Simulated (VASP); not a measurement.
# VSe2 (P-3m1) in VASP: band structure with LDA

Aim: the band structure of VSe2 with LDA.

All numbers are computed with VASP 6.6.1; they aren't measurements. Logs are shortened: lines on timing, memory, paths and dates and some standing lists are left out, and cuts for length are marked.

**1. The crystal as given**

Symmetry: P-3m1, No. 164, trigonal system. The conventional cell has a = 3.255 Å, b = 3.255 Å, c = 5.961 Å, α = 90.00°, β = 90.00°, γ = 120.00°. Around V (site symmetry -3m) lie 6 Se at 2.44 Å. Around Se (site symmetry 3m) lie 3 V at 2.44 Å.

**2. Band structure, LDA, collinear spin, ferromagnetic start**

POSCAR

```
VSe2                                    
1.0
    3.2551932205      0.0000000000     -0.0000000000
   -1.6275966102      2.8190800235      0.0000000000
    0.0000000000      0.0000000000      5.9614950624
  V               Se            
     1     2
Direct
     0.0000000000000000    1.0000000000000000    0.0000000000000000
     0.3333333300000021    0.6666666699999979    0.2612881064404355
     0.6666666699999979    0.3333333300000021    0.7387118935595646
```

INCAR.step1

```
SYSTEM = VSe2
ALGO = Normal
EDIFF = 1E-7
ENCUT = 520
GGA = CA
ISIF = 2
ISMEAR = 0
ISPIN = 2
LASPH = .True.
LCHARG = .True.
LMAXMIX = 4
LORBIT = 11
LREAL = .False.
LWAVE = .False.
MAGMOM = 1 0 0
NELM = 100
PREC = Accurate
SIGMA = 0.02
```

KPOINTS.step1

```
k-points
0
Gamma
  12 12 6
  0 0 0
```

INCAR.step2

```
SYSTEM = VSe2
ALGO = Normal
EDIFF = 1E-7
ENCUT = 520
GGA = CA
ICHARG = 11
ISIF = 2
ISMEAR = 0
ISPIN = 2
LASPH = .True.
LCHARG = .False.
LMAXMIX = 4
LORBIT = 11
LREAL = .False.
LWAVE = .False.
MAGMOM = 1 0 0
NELM = 100
PREC = Accurate
SIGMA = 0.05
```

KPOINTS.step2

```
path GMKGALHA,LM,KH
10
line-mode
reciprocal
 0.0000000000  0.0000000000  0.0000000000  G
 0.5000000000  0.0000000000  0.0000000000  M

 0.5000000000  0.0000000000  0.0000000000  M
 0.3333333333  0.3333333333  0.0000000000  K

 0.3333333333  0.3333333333  0.0000000000  K
 0.0000000000  0.0000000000  0.0000000000  G

 0.0000000000  0.0000000000  0.0000000000  G
 0.0000000000  0.0000000000  0.5000000000  A

 0.0000000000  0.0000000000  0.5000000000  A
 0.5000000000  0.0000000000  0.5000000000  L

 0.5000000000  0.0000000000  0.5000000000  L
 0.3333333333  0.3333333333  0.5000000000  H

 0.3333333333  0.3333333333  0.5000000000  H
 0.0000000000  0.0000000000  0.5000000000  A

 0.5000000000  0.0000000000  0.5000000000  L
 0.5000000000  0.0000000000  0.0000000000  M

 0.3333333333  0.3333333333  0.0000000000  K
 0.3333333333  0.3333333333  0.5000000000  H
```

Potentials or basis: VASP PAW LDA potentials, release 64 (V_sv, Se).

Started as:

```
$ cat potpaw_LDA.64/V_sv/POTCAR potpaw_LDA.64/Se/POTCAR > POTCAR
$ cp INCAR.step1 INCAR
$ cp KPOINTS.step1 KPOINTS
$ mpirun -np 1 vasp_std > vasp.out
$ cp INCAR.step2 INCAR
$ cp KPOINTS.step2 KPOINTS
$ mpirun -np 1 vasp_std > vasp.out
```

OUTCAR:

```text
SYSTEM = VSe2
   EDIFF = 1E-7
   ENCUT = 520
   GGA = CA
   ICHARG = 11
   ISIF = 2
   ISMEAR = 0
   ISPIN = 2
   LASPH = .True.
   LORBIT = 11
   LREAL = .False.
   NELM = 100
   PREC = Accurate

 ion  position               nearest neighbor table
   1  0.000  0.000  0.000-   2 2.44   3 2.44   3 2.44   2 2.44   3 2.44   2 2.44
   2  0.333  0.667  0.261-   1 2.44   1 2.44   1 2.44
   3  0.667  0.333  0.739-   1 2.44   1 2.44   1 2.44

  LATTYP: Found a hexagonal cell.
 ALAT       =     3.2551932205
 C/A-ratio  =     1.8313797856

  Lattice vectors:

 A1 = (   3.2551932205,   0.0000000000,   0.0000000000)
 A2 = (  -1.6275966102,   2.8190800235,   0.0000000000)
 A3 = (   0.0000000000,   0.0000000000,   5.9614950624)

Analysis of symmetry for initial positions (statically):
=====================================================================
 Subroutine PRICEL returns:
 Original cell was already a primitive cell.

 Routine SETGRP: Setting up the symmetry group for a
 hexagonal supercell.

 Subroutine GETGRP returns: Found 12 space group operations
 (whereof 12 operations were pure point group operations)
 out of a pool of 24 trial point group operations.

The static configuration has the point symmetry D_3d.

Analysis of symmetry for dynamics (positions and initial velocities):
=====================================================================
 Subroutine PRICEL returns:
 Original cell was already a primitive cell.

 Routine SETGRP: Setting up the symmetry group for a
 hexagonal supercell.

 Subroutine GETGRP returns: Found 12 space group operations
 (whereof 12 operations were pure point group operations)
 out of a pool of 24 trial point group operations.

The dynamic configuration has the point symmetry D_3d.

Analysis of structural, dynamic, and magnetic symmetry:
=====================================================================
 Subroutine PRICEL returns:
 Original cell was already a primitive cell.

 Routine SETGRP: Setting up the symmetry group for a
 hexagonal supercell.

 Subroutine GETGRP returns: Found 12 space group operations
 (whereof 12 operations were pure point group operations)
 out of a pool of 24 trial point group operations.

The overall configuration has the point symmetry D_3d.

 Subroutine INISYM returns: Found 12 space group operations
 (whereof 12 operations are pure point group operations),
 and found     1 'primitive' translations

----------------------------------------------------------------------------------------

                                     Primitive cell

  volume of cell :      54.7066

  direct lattice vectors                    reciprocal lattice vectors
     3.255193220  0.000000000  0.000000000     0.307201426  0.177362826  0.000000000
    -1.627596610  2.819080024  0.000000000     0.000000000  0.354725652  0.000000000
     0.000000000  0.000000000  5.961495062     0.000000000  0.000000000  0.167743157

  length of vectors
     3.255193220  3.255193221  5.961495062     0.354725652  0.354725652  0.167743157

  position of ions in fractional coordinates (direct lattice)
     0.000000000  0.000000000  0.000000000
     0.333333330  0.666666670  0.261288106
     0.666666670  0.333333330  0.738711894

  ion indices of the primitive-cell ions
   primitive index   ion index
                 1           1
                 2           2
                 3           3

----------------------------------------------------------------------------------------

 KPOINTS: path GMKGALHA,LM,KH

Interpolating k-points between supplied coordinates.

 Line segments in fractional coordinates (reciprocal lattice):
    0.000000  0.000000  0.000000  ...  0.500000  0.000000  0.000000
    0.500000  0.000000  0.000000  ...  0.333333  0.333333  0.000000
    0.333333  0.333333  0.000000  ...  0.000000  0.000000  0.000000
    0.000000  0.000000  0.000000  ...  0.000000  0.000000  0.500000
    0.000000  0.000000  0.500000  ...  0.500000  0.000000  0.500000
    0.500000  0.000000  0.500000  ...  0.333333  0.333333  0.500000
    0.333333  0.333333  0.500000  ...  0.000000  0.000000  0.500000
    0.500000  0.000000  0.500000  ...  0.500000  0.000000  0.000000
    0.333333  0.333333  0.000000  ...  0.333333  0.333333  0.500000

 Generated    10 points on each line segment, for a total of     90 k-points:

 Following reciprocal coordinates:
            Coordinates               Weight
  0.000000  0.000000  0.000000      0.011111
  0.055556  0.000000  0.000000      0.011111
  0.111111  0.000000  0.000000      0.011111
  0.166667  0.000000  0.000000      0.011111
  0.222222  0.000000  0.000000      0.011111
  0.277778  0.000000  0.000000      0.011111
[... 16 lines left out ...]
  0.259259  0.259259  0.000000      0.011111
  0.222222  0.222222  0.000000      0.011111
 [... further k-points ...]
   k-points           NKPTS =     90   k-points in BZ     NKDIM =     90   number of bands    NBANDS=     17
   number of dos      NEDOS =    301   number of ions     NIONS =      3
   total plane-waves  NPLWV =  27648
   dimension x,y,z NGX =    24 NGY =   24 NGZ =   48
   dimension x,y,z NGXF=    48 NGYF=   48 NGZF=   96
   ions per type =               1   2
   NGX,Y,Z   is equivalent  to a cutoff of  12.26, 12.26, 13.39 a.u.
   NGXF,Y,Z  is equivalent  to a cutoff of  24.51, 24.51, 26.77 a.u.
 SYSTEM =  VSe2
   PREC   = accura    normal or accurate (medium, high low for compatibility)
   ISTART =      0    job   : 0-new  1-cont  2-samecut
   ICHARG =     11    charge: 1-file 2-atom 10-const
   ISPIN  =      2    spin polarized calculation?
   LNONCOLLINEAR =      F non collinear calculations
   LSORBIT =      F    spin-orbit coupling
   LASPH  =      T    aspherical Exc in radial PAW
   ENCUT  =  520.0 eV  38.22 Ry    6.18 a.u.   6.05  6.05 11.08*2*pi/ulx,y,z
   NELM   =    100;   NELMIN=  2; NELMDL=  0     # of ELM steps
   EDIFF  = 0.1E-06   stopping-criterion for ELM
   LREAL  =      F    real-space projection
   EDIFFG = 0.1E-05   stopping-criterion for IOM
   NSW    =      0    number of steps for IOM
   IBRION =     -1    ionic relax: 0-MD 1-quasi-New 2-CG
   NFREE  =      0    steps in history (QN), initial steepest desc. (CG)
   ISIF   =      2    stress and relaxation
   ISYM   =      2    0-nonsym 1-usesym 2-fastsym
   POTIM  = 0.5000    time-step for ionic-motion
   TEBEG  =    0.0;   TEEND  =   0.0 temperature during run
   PSTRESS=    0.0 pullay stress
   NELECT =      25.0000    total number of electrons
   NUPDOWN=      -1.0000    fix difference up-down
   EMIN   =  10.00;   EMAX   =-10.00  energy-range for DOS
   EFERMI =   0.00;   METHOD = LEGACY
   ISMEAR =     0;   SIGMA  =   0.05  broadening in eV -4-tet -1-fermi 0-gaus
   EFERMI_NEDOS =   21; number of points for ismear=-14 and -15
   IALGO  =     38    algorithm
   IMIX   =      4    mixing-type and parameters
     AMIX     =   0.40;   BMIX     =  1.00
     AMIX_MAG =   1.60;   BMIX_MAG =  1.00
  volume/ion in A,a.u.               =      18.24       123.06
  Fermi-wavevector in a.u.,A,eV,Ry     =   1.260981  2.382908 21.634241  1.590072
  Thomas-Fermi vector in A             =   2.394463
   LORBIT       =     11    0 simple, 1 ext, 2 COOP (PROOUT), +10 PAW based schemes
   GGA     = CA    functional components
   LHFCALC =     F    Hartree Fock is set to
   AEXX    =    0.0000 exact exchange contribution
   IVDW    =     0    specifies the selected vdW correction
   LEPSILON=     F    determine dielectric tensor
   LRPA    =     F    only Hartree local field effects (RPA)
 spin polarized calculation
 Gauss-broadening in eV      SIGMA  =   0.05
  energy-cutoff  :      520.00
  volume of cell :       54.71
 maximum number of plane-waves:      1506

 number of electron      24.9999998 magnetization       0.0885235

 Free energy of the ion-electron system (eV)
  ---------------------------------------------------
  ext. energy  EPLUGINS =         0.00000000
  ---------------------------------------------------
  free energy    TOTEN  =       -19.84530173 eV

  energy without entropy =      -19.84429216  energy(sigma->0) =      -19.84479695

 E-fermi :   6.5533     XC(G=0): -11.1352

 val. band max:        6.5367103535   @ k =   0.4444   0.1111   0.0000
 cond. band min:       6.5659940156   @ k =   0.1111   0.1111   0.5000
 fundamental gap:      0.0292836621
 Fermi energy:         6.5532983397

 spin component 1

 k-point     1 :       0.0000    0.0000    0.0000
  band No.  band energies     occupation
      1     -57.4170      1.00000
      2     -31.6940      1.00000
      3     -31.6940      1.00000
      4     -31.6457      1.00000
      5      -8.6792      1.00000
      6      -7.0427      1.00000
[... 9 lines left out ...]
     16       9.8164      0.00000
     17       9.8164      0.00000
[... 441 lines left out ...]
 k-point    24 :       0.2222    0.2222    0.0000
  band No.  band energies     occupation
      1     -57.4059      1.00000
      2     -31.7875      1.00000
      3     -31.7354      1.00000
      4     -31.6221      1.00000
      5      -6.8763      1.00000
      6      -6.2119      1.00000
[... 9 lines left out ...]
     16       8.3686      0.00000
     17       9.8653      0.00000

 [... further k-points ...]

 spin component 2

 k-point     1 :       0.0000    0.0000    0.0000
  band No.  band energies     occupation
      1     -57.3436      1.00000
      2     -31.6224      1.00000
      3     -31.6223      1.00000
      4     -31.5743      1.00000
      5      -8.6753      1.00000
      6      -7.0405      1.00000
[... 9 lines left out ...]
     16       9.8377      0.00000
     17       9.8377      0.00000
[... 441 lines left out ...]
 k-point    24 :       0.2222    0.2222    0.0000
  band No.  band energies     occupation
      1     -57.3324      1.00000
      2     -31.7162      1.00000
      3     -31.6639      1.00000
      4     -31.5506      1.00000
      5      -6.8734      1.00000
      6      -6.2095      1.00000
[... 9 lines left out ...]
     16       8.4076      0.00000
     17       9.9009      0.00000

 [... further k-points ...]

------------------------ aborting loop because EDIFF is reached ----------------------------------------

  FORCE on cell =-STRESS in cart. coord.  units (eV):
  Direction    XX          YY          ZZ          XY          YZ          ZX
  --------------------------------------------------------------------------------------
  -------------------------------------------------------------------------------------
  Total       10.3006266     10.3006266     15.8378147      0.0000000      0.0000000      0.0000000
  in kB      301.6719020    301.6719020    463.8381590      0.0000000      0.0000000      0.0000000
  external PRESSURE =     355.7273210 kB  Pullay stress =       0.0000000 kB

 VOLUME and BASIS-vectors are now :
 -----------------------------------------------------------------------------
  energy-cutoff  :      520.00
  volume of cell :       54.71
      direct lattice vectors                 reciprocal lattice vectors
     3.255193220  0.000000000  0.000000000     0.307201426  0.177362826  0.000000000
    -1.627596610  2.819080024  0.000000000     0.000000000  0.354725652  0.000000000
     0.000000000  0.000000000  5.961495062     0.000000000  0.000000000  0.167743157

 POSITION                                       TOTAL-FORCE (eV/Angst)
 -----------------------------------------------------------------------------------
      0.00000      0.00000      0.00000         0.000000      0.000000      0.000000
     -0.00000      1.87939      1.55767         0.000000      0.000000     -0.346477
      1.62760      0.93969      4.40383        -0.000000     -0.000000      0.346477
 -----------------------------------------------------------------------------------
    total drift:                                0.000000      0.000000      0.000000

  FREE ENERGIE OF THE ION-ELECTRON SYSTEM (eV)
  ---------------------------------------------------
  free  energy   TOTEN  =       -19.8453017284 eV

  energy  without entropy=      -19.8442921621  energy(sigma->0) =      -19.84479695

 total charge

# of ion       s       p       d       tot
------------------------------------------
    1        2.239   6.223   3.530  11.992
    2        1.472   2.217   0.064   3.753
    3        1.472   2.217   0.064   3.753
--------------------------------------------------
tot          5.183  10.658   3.657  19.497

 magnetization (x)

# of ion       s       p       d       tot
------------------------------------------
    1        0.000   0.000   0.028   0.029
    2       -0.000  -0.004  -0.000  -0.004
    3       -0.000  -0.004  -0.000  -0.004
--------------------------------------------------
tot          0.000  -0.008   0.028   0.021
```

Run time: 74 s. Hardware: 1 thread of Intel Xeon 6975P-C (Granite Rapids), shared host; peak memory 0.26 GiB.

Results:

| Property | Result |
| --- | --- |
| Band gap along the path | none (metal or under the smearing width) |
| Net moment | 0.09 μB per cell |

Levels at the corners of the path, in eV from the Fermi level:
Spin up:
```csv
point,band 9,band 10,band 11,band 12,band 13,band 14,band 15,band 16
Γ,-2.36,-0.40,-0.19,-0.11,-0.11,1.16,1.16,3.38
M,-3.44,-3.30,-2.56,-1.20,-0.66,0.89,1.38,2.79
M,-3.44,-3.30,-2.56,-1.20,-0.66,0.89,1.38,2.79
K,-4.88,-3.17,-3.10,-3.10,0.84,1.18,1.18,2.14
K,-4.88,-3.17,-3.10,-3.10,0.84,1.18,1.18,2.14
Γ,-2.36,-0.40,-0.19,-0.11,-0.11,1.16,1.16,3.38
Γ,-2.36,-0.40,-0.19,-0.11,-0.11,1.16,1.16,3.38
A,-2.32,-2.32,-0.12,-0.12,0.61,0.90,0.90,3.75
A,-2.32,-2.32,-0.12,-0.12,0.61,0.90,0.90,3.75
L,-3.54,-2.76,-1.54,-1.12,-0.71,0.89,1.39,2.87
L,-3.54,-2.76,-1.54,-1.12,-0.71,0.89,1.39,2.87
H,-4.62,-4.04,-2.66,-2.66,0.60,0.60,0.86,3.22
H,-4.62,-4.04,-2.66,-2.66,0.60,0.60,0.86,3.22
A,-2.32,-2.32,-0.12,-0.12,0.61,0.90,0.90,3.75
L,-3.54,-2.76,-1.54,-1.12,-0.71,0.89,1.39,2.87
M,-3.44,-3.30,-2.56,-1.20,-0.66,0.89,1.38,2.79
K,-4.88,-3.17,-3.10,-3.10,0.84,1.18,1.18,2.14
H,-4.62,-4.04,-2.66,-2.66,0.60,0.60,0.86,3.22
```
Spin down:
```tsv
point	band 8	band 9	band 10	band 11	band 12	band 13	band 14	band 15	band 16	band 17
Γ	-2.34	-2.34	-0.34	-0.18	-0.05	-0.05	1.16	1.16	3.40	3.40
M	-4.84	-3.42	-3.29	-2.53	-1.20	-0.61	0.96	1.45	2.82	3.59
M	-4.84	-3.42	-3.29	-2.53	-1.20	-0.61	0.96	1.45	2.82	3.59
K	-4.87	-4.87	-3.17	-3.09	-3.09	0.91	1.24	1.24	2.18	2.18
K	-4.87	-4.87	-3.17	-3.09	-3.09	0.91	1.24	1.24	2.18	2.18
Γ	-2.34	-2.34	-0.34	-0.18	-0.05	-0.05	1.16	1.16	3.40	3.40
Γ	-2.34	-2.34	-0.34	-0.18	-0.05	-0.05	1.16	1.16	3.40	3.40
A	-3.67	-2.29	-2.29	-0.06	-0.06	0.67	0.90	0.90	3.77	3.77
A	-3.67	-2.29	-2.29	-0.06	-0.06	0.67	0.90	0.90	3.77	3.77
L	-5.66	-3.52	-2.74	-1.53	-1.06	-0.71	0.96	1.45	2.90	3.87
L	-5.66	-3.52	-2.74	-1.53	-1.06	-0.71	0.96	1.45	2.90	3.87
H	-5.11	-4.61	-4.04	-2.64	-2.64	0.66	0.66	0.93	3.25	3.25
H	-5.11	-4.61	-4.04	-2.64	-2.64	0.66	0.66	0.93	3.25	3.25
A	-3.67	-2.29	-2.29	-0.06	-0.06	0.67	0.90	0.90	3.77	3.77
L	-5.66	-3.52	-2.74	-1.53	-1.06	-0.71	0.96	1.45	2.90	3.87
M	-4.84	-3.42	-3.29	-2.53	-1.20	-0.61	0.96	1.45	2.82	3.59
K	-4.87	-4.87	-3.17	-3.09	-3.09	0.91	1.24	1.24	2.18	2.18
H	-5.11	-4.61	-4.04	-2.64	-2.64	0.66	0.66	0.93	3.25	3.25
```

Caveat: the log is that of the step along the path at fixed density, whose energy, stress, charges and moments have no meaning.
